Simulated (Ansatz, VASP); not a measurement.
MgZr2: VASP beside Ansatz

```
Mg Zr
1.0
     1.61652    0.93330    7.77651
    -1.61652    0.93330    7.77651
     0.00000   -1.86660    7.77651
Mg Zr
1 2
Direct
  0.00000 0.00000 0.00000
  0.21943 0.21943 0.21943
  0.78057 0.78057 0.78057
```

Alike in both runs: task single point; functional PBEsol; k mesh 9 × 9 × 9; occupations fermi-dirac, width 0.0816 eV; no spin polarisation.

|  | VASP | Ansatz |
| --- | --- | --- |
| version | VASP 6.6.1 | Ansatz 0.2.0 |
| potentials or method | VASP PAW PBE potentials, release 64 (Mg, Zr_sv), cutoff 520 eV | all-electron LAPW, scalar-relativistic |

```tsv
	VASP	Ansatz	Ansatz less VASP
pressure (GPa)	-2.6	-2.6	-0.01
largest component of the traceless stress (GPa)	0.26	0.25	-0.003
rms of the force components (eV/Å)	0.084	0.086	+0.0014
```

Atom by atom the forces differ by 0.001 eV/Å (rms over components). Ansatz ran all-electron here, so the differences hold the error of VASP's frozen core and of both bases.

Caveats: the PAW data sets were made with another functional, which shifts forces and pressure a little (VASP).
